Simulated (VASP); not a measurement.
Input for VASP

INCAR:
```
SYSTEM  =  ZnS
PREC  =  Accurate; ENCUT  =  500; LREAL  =  F
LASPH  =  T
EDIFF  =  1E-6; NELM  =  100; ALGO  =  Normal
LMAXMIX  =  4
ISMEAR  =  0; SIGMA  =  0.05
IBRION  =  2; NSW  =  40; ISIF  =  3
EDIFFG  =  -0.02; PSTRESS  =  300
LWAVE  =  F; LCHARG  =  F
```

### POSCAR
```
ZnS
1
    1.7313444272    -2.9987763280     0.0000000000
    1.7313444272     2.9987763280     0.0000000000
    0.0000000000     0.0000000000     5.7831695976
Zn S
2 2
Direct
  0.6666670000   0.3333330000   0.5031777699
  0.3333330000   0.6666670000   0.0031777699
  0.6666670000   0.3333330000   0.8718222301
  0.3333330000   0.6666670000   0.3718222301
```

KPOINTS:
```
Automatic
0
gamma
  7 7 4
```

POTCAR, in this order: Zn S (LDA.64 set). Program: vasp_std.

Question: Write an equivalent input for Quantum ESPRESSO's pw.x.

Answer: One equivalent input (not run):
```
&CONTROL
  calculation = 'vc-relax'
  pseudo_dir = './pseudo'
  outdir = './out'
  tprnfor = .true.
  tstress = .true.
  nstep = 40
  forc_conv_thr = 0.00078
/
&SYSTEM
  ibrav = 0
  nat = 4
  ntyp = 2
  ecutwfc = 84
  occupations = 'smearing'
  smearing = 'gaussian'
  degauss = 0.003675
  input_dft = 'pz'
/
&ELECTRONS
  conv_thr = 7.3e-08
  electron_maxstep = 100
/
&IONS
/
&CELL
  press = 300
/
ATOMIC_SPECIES
  Zn 65.380 Zn.upf
  S 32.060 S.upf
CELL_PARAMETERS angstrom
     1.7313444   -2.9987763    0.0000000
     1.7313444    2.9987763    0.0000000
     0.0000000    0.0000000    5.7831696
ATOMIC_POSITIONS crystal
  Zn   0.6666670  0.3333330  0.5031778
  Zn   0.3333330  0.6666670  0.0031778
  S    0.6666670  0.3333330  0.8718222
  S    0.3333330  0.6666670  0.3718222
K_POINTS automatic
  7 7 4 0 0 0
```
Limits of the translation: the potentials are each code's own (VASP's PAW set, PseudoDojo norm-conserving files in pw.x), so ENCUT and ecutwfc are chosen apart and not converted; conv_thr bounds pw.x's estimated SCF error, while EDIFF bounds the energy change between steps; forc_conv_thr acts on force components and is met together with etot_conv_thr.

The compound is ZnS in the wurtzite structure, the high-temperature form. It was relaxed first under an external pressure of 30 GPa.
